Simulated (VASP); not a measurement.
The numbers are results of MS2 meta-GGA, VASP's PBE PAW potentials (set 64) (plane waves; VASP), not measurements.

A VASP calculation is set up with these files.

**POSCAR**
```
LiCl
1
    0.0000000000     2.4820053860     2.4820053860
    2.4820053860     0.0000000000     2.4820053860
    2.4820053860     2.4820053860     0.0000000000
Li Cl
1 1
Direct
  0.0000000000   0.0000000000   0.0000000000
  0.5000000000   0.5000000000   0.5000000000
```

### INCAR
```
# general
SYSTEM =LiCl
PREC   =Accurate
ENCUT  =520
LREAL  =.False.
LASPH  =.True.

# electronic loop
EDIFF  =1E-7
NELM   =100
ALGO   =Normal
LMIXTAU=.True.

# smearing
ISMEAR =0
SIGMA  =0.05

# functional
METAGGA=MS2

# ions
ISIF   =2

# output
LWAVE  =.False.
LCHARG =.False.
```

### KPOINTS
```
K-points
0
gamma
9 9 9
0 0 0
```

POTCAR, in this order: Li_sv Cl (PBE.64 set). Program: vasp_std.

Q: What does the run give for the energy per atom (σ→0), pressure?

A: 
| Quantity | Value |
|---|---|
| energy per atom (σ→0) | -6.654 eV/atom |
| pressure | 2.52 GPa |

OSZICAR:
```
...
DAV:  15    -0.133083070494E+02   -0.10521E-04   -0.12676E-05   766   0.408E-02    0.379E-02
DAV:  16    -0.133083134276E+02   -0.63782E-05   -0.19894E-06   793   0.165E-02    0.263E-02
DAV:  17    -0.133083180843E+02   -0.46567E-05   -0.21184E-06   700   0.168E-02    0.844E-03
DAV:  18    -0.133083215546E+02   -0.34703E-05   -0.14195E-06   667   0.172E-02    0.393E-03
DAV:  19    -0.133083209458E+02    0.60884E-06   -0.28442E-07   692   0.582E-03    0.255E-03
DAV:  20    -0.133083215686E+02   -0.62282E-06   -0.93891E-08   672   0.435E-03    0.103E-03
DAV:  21    -0.133083215311E+02    0.37522E-07   -0.11450E-08   338   0.156E-03
   1 F= -.13308322E+02 E0= -.13308322E+02  d E =-.130272E-12
```

The compound is LiCl in the rock salt structure. This cell is one point of a volume scan, at 0.94 of the reference volume.
